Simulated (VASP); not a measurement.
Method: SCAN meta-GGA, VASP's PBE PAW potentials (set 64) (plane waves; VASP).

A VASP calculation is set up with these files.

KPOINTS:
```
K-points
0
G
 11 11 11
```

**INCAR**
```
SYSTEM = NiAl
PREC = Accurate
ENCUT = 520
EDIFF = 1E-6
NELM = 100
ALGO = Normal
LREAL = .FALSE.
LASPH = .TRUE.
ISMEAR = 1
SIGMA = 0.1
METAGGA = SCAN
LMIXTAU = .TRUE.
LMAXMIX = 4
LWAVE = .FALSE.
LCHARG = .FALSE.
IBRION = 2
ISIF = 3
NSW = 60
EDIFFG = -0.01
```

File POSCAR:
```
NiAl
1
    2.8900000000     0.0000000000     0.0000000000
    0.0000000000     2.8900000000     0.0000000000
    0.0000000000     0.0000000000     2.8900000000
Al Ni
1 1
Direct
  0.5000000000   0.5000000000   0.5000000000
  0.0000000000   0.0000000000   0.0000000000
```

POTCAR, in this order: Al Ni (PBE.64 set). Program: vasp_std.

The run wrote:

**OSZICAR**
```
       N       E                     dE             d eps       ncg     rms          rms(c)
DAV:   1     0.257094634915E+02    0.25709E+02   -0.59266E+03  1136   0.139E+03
DAV:   2    -0.266940702907E+02   -0.52404E+02   -0.50050E+02  1124   0.212E+02
DAV:   3    -0.280327450474E+02   -0.13387E+01   -0.13269E+01  1324   0.450E+01
DAV:   4    -0.280554770462E+02   -0.22732E-01   -0.22720E-01  1272   0.518E+00
DAV:   5    -0.280562054248E+02   -0.72838E-03   -0.72836E-03  1292   0.957E-01    0.121E+01
DAV:   6    -0.284379396884E+02   -0.38173E+00   -0.57991E+01  1238   0.139E+02    0.159E+01
DAV:   7    -0.254773986003E+02    0.29605E+01   -0.17200E+01  1242   0.807E+01    0.165E+00
DAV:   8    -0.254277671355E+02    0.49631E-01   -0.66526E-01  1206   0.108E+01    0.147E+00
DAV:   9    -0.254689224103E+02   -0.41155E-01   -0.50606E-01  1154   0.104E+01    0.479E-01
DAV:  10    -0.254019757252E+02    0.66947E-01   -0.28315E-01  1130   0.625E+00    0.237E-01
DAV:  11    -0.254002838057E+02    0.16919E-02   -0.64260E-03  1214   0.123E+00    0.123E-01
DAV:  12    -0.254010694981E+02   -0.78569E-03   -0.65574E-03  1124   0.118E+00    0.574E-02
DAV:  13    -0.254001606597E+02    0.90884E-03   -0.51285E-03  1120   0.108E+00    0.259E-02
DAV:  14    -0.254000078256E+02    0.15283E-03   -0.82469E-04  1124   0.430E-01    0.189E-02
DAV:  15    -0.253999889689E+02    0.18857E-04   -0.92416E-05  1144   0.127E-01    0.222E-02
DAV:  16    -0.253999911263E+02   -0.21575E-05   -0.31963E-06  1224   0.248E-02    0.235E-02
DAV:  17    -0.253999867956E+02    0.43307E-05   -0.61822E-05  1120   0.124E-01    0.184E-03
DAV:  18    -0.253999810528E+02    0.57428E-05   -0.16995E-05  1120   0.608E-02    0.275E-03
DAV:  19    -0.253999812877E+02   -0.23486E-06   -0.76833E-08   574   0.425E-03
   1 F= -.25399981E+02 E0= -.25399714E+02  d E =-.254000E+02
       N       E                     dE             d eps       ncg     rms          rms(c)
DAV:   1    -0.269428574366E+02   -0.15429E+01   -0.19127E+01  1226   0.819E+01    0.116E+01
DAV:   2    -0.279812439523E+02   -0.10384E+01   -0.48247E+01  1236   0.126E+02    0.128E+01
DAV:   3    -0.254345914633E+02    0.25467E+01   -0.13630E+01  1270   0.724E+01    0.155E+00
DAV:   4    -0.254271720414E+02    0.74194E-02   -0.25041E-01  1262   0.649E+00    0.129E+00
DAV:   5    -0.254189710524E+02    0.82010E-02   -0.72848E-02  1302   0.387E+00    0.439E-01
DAV:   6    -0.254188184160E+02    0.15264E-03   -0.92509E-02  1120   0.446E+00    0.587E-02
DAV:   7    -0.254139431231E+02    0.48753E-02   -0.37571E-02  1120   0.284E+00    0.111E-01
DAV:   8    -0.254128840197E+02    0.10591E-02   -0.18388E-03  1128   0.626E-01    0.576E-02
DAV:   9    -0.254128707460E+02    0.13274E-04   -0.20110E-03  1136   0.672E-01    0.415E-02
DAV:  10    -0.254127116902E+02    0.15906E-03   -0.43864E-04  1124   0.321E-01    0.113E-02
DAV:  11    -0.254127074248E+02    0.42654E-05   -0.52426E-06  1206   0.374E-02    0.133E-02
DAV:  12    -0.254127019939E+02    0.54308E-05   -0.15695E-05  1122   0.643E-02    0.820E-03
DAV:  13    -0.254127039821E+02   -0.19882E-05   -0.50536E-06  1126   0.315E-02    0.522E-03
DAV:  14    -0.254127051574E+02   -0.11752E-05   -0.69725E-07   664   0.131E-02    0.247E-03
DAV:  15    -0.254127059511E+02   -0.79376E-06   -0.49807E-07   564   0.124E-02
   2 F= -.25412706E+02 E0= -.25412247E+02  d E =-.127247E-01
       N       E                     dE             d eps       ncg     rms          rms(c)
DAV:   1    -0.256508489304E+02   -0.23814E+00   -0.29404E+00  1218   0.337E+01    0.414E+00
DAV:   2    -0.257764136387E+02   -0.12556E+00   -0.62420E+00  1280   0.451E+01    0.463E+00
DAV:   3    -0.254321686023E+02    0.34425E+00   -0.23376E+00  1240   0.279E+01    0.770E-01
DAV:   4    -0.254258535781E+02    0.63150E-02   -0.18976E-02  1194   0.219E+00    0.280E-01
DAV:   5    -0.254267589224E+02   -0.90534E-03   -0.17682E-02  1162   0.196E+00    0.135E-01
DAV:   6    -0.254246984627E+02    0.20605E-02   -0.51571E-03  1120   0.109E+00    0.510E-02
DAV:   7    -0.254249550350E+02   -0.25657E-03   -0.49837E-04  1120   0.316E-01    0.512E-02
DAV:   8    -0.254248236985E+02    0.13134E-03   -0.68862E-04  1120   0.377E-01    0.197E-02
DAV:   9    -0.254247240940E+02    0.99605E-04   -0.23899E-04  1122   0.243E-01    0.301E-03
DAV:  10    -0.254247226316E+02    0.14624E-05   -0.47446E-06  1196   0.328E-02    0.298E-03
DAV:  11    -0.254247207943E+02    0.18373E-05   -0.14085E-06  1114   0.197E-02    0.510E-03
DAV:  12    -0.254247262520E+02   -0.54577E-05   -0.46553E-07   562   0.116E-02    0.338E-04
DAV:  13    -0.254247259058E+02    0.34620E-06   -0.19431E-07   560   0.792E-03
   3 F= -.25424726E+02 E0= -.25424355E+02  d E =-.247446E-01
       N       E                     dE             d eps       ncg     rms          rms(c)
DAV:   1    -0.254257156460E+02   -0.98939E-03   -0.12026E-02  1218   0.212E+00    0.277E-01
DAV:   2    -0.254262816177E+02   -0.56597E-03   -0.28959E-02  1280   0.304E+00    0.326E-01
DAV:   3    -0.254246910352E+02    0.15906E-02   -0.10674E-02  1270   0.188E+00    0.365E-02
DAV:   4    -0.254246980960E+02   -0.70608E-05   -0.14820E-04  1126   0.147E-01    0.239E-02
DAV:   5    -0.254246918631E+02    0.62329E-05   -0.26899E-04  1120   0.232E-01    0.879E-03
DAV:   6    -0.254246777103E+02    0.14153E-04   -0.44164E-05  1120   0.916E-02    0.239E-03
DAV:   7    -0.254246792687E+02   -0.15584E-05   -0.21036E-06  1122   0.201E-02    0.214E-03
DAV:   8    -0.254246814234E+02   -0.21547E-05   -0.45054E-06  1122   0.306E-02    0.295E-04
DAV:   9    -0.254246813583E+02    0.65115E-07   -0.92169E-07   724   0.153E-02
   4 F= -.25424681E+02 E0= -.25424315E+02  d E =-.247001E-01
```

File OUTCAR:
```
------------------------ aborting loop because EDIFF is reached ----------------------------------------
  FORCE on cell =-STRESS in cart. coord.  units (eV):
  Direction    XX          YY          ZZ          XY          YZ          ZX
  --------------------------------------------------------------------------------------
  Total        0.0001314      0.0001314      0.0001314     -0.0000000      0.0000000     -0.0000000
  in kB        0.0091124      0.0091124      0.0091124     -0.0000000      0.0000000     -0.0000000
  external PRESSURE =       0.0091124 kB  Pullay stress =       0.0000000 kB
  volume of cell :       23.10
      direct lattice vectors                 reciprocal lattice vectors
     2.847840265 -0.000000000  0.000000000     0.351143290 -0.000000000  0.000000000
     0.000000000  2.847840265  0.000000000     0.000000000  0.351143290  0.000000000
    -0.000000000 -0.000000000  2.847840265    -0.000000000 -0.000000000  0.351143290
 POSITION                                       TOTAL-FORCE (eV/Angst)
 -----------------------------------------------------------------------------------
      1.42392      1.42392      1.42392         0.000000      0.000000      0.000000
      0.00000      0.00000      0.00000        -0.000000     -0.000000      0.000000
 -----------------------------------------------------------------------------------
    total drift:                                0.000000      0.000000      0.000000
  FREE ENERGIE OF THE ION-ELECTRON SYSTEM (eV)
  ---------------------------------------------------
  free  energy   TOTEN  =       -25.4246813583 eV

  energy  without entropy=      -25.4235833937  energy(sigma->0) =      -25.42431537

 reached required accuracy - stopping structural energy minimisation
```
(Selected blocks of OUTCAR.)

### CONTCAR
```
NiAl
   1.00000000000000
     2.8478402650881458   -0.0000000000000000    0.0000000000000000
     0.0000000000000000    2.8478402650881458    0.0000000000000000
    -0.0000000000000000   -0.0000000000000000    2.8478402650881458
  Al              Ni
     1     1
Direct
     0.5000000000000000    0.5000000000000000    0.5000000000000000
     0.0000000000000000    0.0000000000000000    0.0000000000000000
```

**OUTCAR**
```
 val. band max:       10.1726760058   @ k =   0.3636   0.1818   0.0909

 cond. band min:      10.2661968344   @ k =   0.4545   0.3636   0.2727


 Fermi energy:        10.2560675598

 k-point     1 :       0.0000    0.0000    0.0000
  band No.  band energies     occupation
      1      -1.5673      2.00000
      2       6.7509      2.00000
      3       6.7510      2.00000
      4       8.5856      2.00000
      5       8.5856      2.00000
      6       8.5856      2.00000
      7      16.1199      0.00000
      8      16.1199      0.00000
      9      16.1199      0.00000
     10      18.9205      0.00000

 k-point     2 :       0.0909    0.0000    0.0000
  band No.  band energies     occupation
      1      -1.4050      2.00000
      2       6.7377      2.00000
      3       6.7891      2.00000
      4       8.5146      2.00000
      5       8.5146      2.00000
      6       8.5933      2.00000
      7      14.6507      0.00000
      8      16.3331      0.00000
      9      16.3331      0.00000
     10      18.9328      0.00000

 k-point     3 :       0.1818    0.0000    0.0000
  band No.  band energies     occupation
      1      -0.9217      2.00000
      2       6.6289      2.00000
      3       6.8932      2.00000
      4       8.3345      2.00000
      5       8.3345      2.00000
      6       8.6140      2.00000
      7      12.5302      0.00000
      8      16.9413      0.00000
      9      16.9413      0.00000
     10      18.9688      0.00000

 k-point     4 :       0.2727    0.0000    0.0000
  band No.  band energies     occupation
      1      -0.1303      2.00000
      2       6.1907      2.00000
      3       7.0341      2.00000
      4       8.1181      2.00000
      5       8.1181      2.00000
      6       8.6412      2.00000
      7      10.8401     -0.00000
      8      17.8753      0.00000
      9      17.8753      0.00000
     10      19.0236      0.00000

 k-point     5 :       0.3636    0.0000    0.0000
...
```

Energy and stress use the plane-wave basis of the starting cell.

The compound is NiAl in the CsCl type structure. This run relaxes it. Symmetry was kept, so distortions that lower it aren't found. The run is not spin-polarised, so no magnetic state was tried. The electron count is odd and the run is not spin-polarised, which forces a metal.
